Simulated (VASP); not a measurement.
Input:

```
ZnSe
1.0
    0.00000     2.84345     2.84345
    2.84345     0.00000     2.84345
    2.84345     2.84345     0.00000
Zn Se
1 1
Direct
  0.00000   0.00000   0.00000
  0.25000   0.25000   0.25000
```

These are LDA (Ceperley-Alder, Perdew-Zunger), VASP's LDA PAW potentials (set 64) (plane waves; VASP) values and carry that method's errors. Run with 520 eV cut-off, 8×8×8 Γ-centred mesh, Gaussian smearing of 0.050 eV, potentials Zn Se.

Problem. Give the stress tensor in GPa (positive for a compressed cell).

Solution. 
```
-3.66   0.00   0.00
 0.00  -3.66   0.00
 0.00   0.00  -3.66
```
The pressure is its mean diagonal, -3.66 GPa.

The compound is ZnSe in the zinc blende structure. This cell is one point of a volume scan, at 1.06 of the reference volume.
